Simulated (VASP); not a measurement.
```
CELL_PARAMETERS angstrom
      0.00000     2.11541     2.11541
      2.11541     0.00000     2.11541
      2.11541     2.11541     0.00000
ATOMIC_POSITIONS crystal
  Ti 0.00000 0.00000 0.00000
  N  0.50000 0.50000 0.50000
```

Calculation: r2SCAN meta-GGA, VASP's PBE PAW potentials (set 64) (plane waves; VASP). Settings: 600 eV cut-off, 14×14×14 Γ-centred mesh, first-order Methfessel-Paxton smearing of 0.10 eV, potentials Ti_sv N.

**Question.** Estimate the energy per atom (σ→0), pressure, band gap (on the k-mesh) with the smallest direct gap where there is one.

**Answer.** 
```
Quantity                                                    Result
------------------------  ----------------------------------------
band gap (on the k-mesh)  none (metal, semimetal or under 0.01 eV)
energy per atom (σ→0)                      -1254.9 kJ/mol of atoms
pressure                                                  1.99 GPa
```

The compound is TiN in the rock salt structure. It was relaxed first under an external pressure of 2 GPa. The electron count is odd and the run is not spin-polarised, which forces a metal.
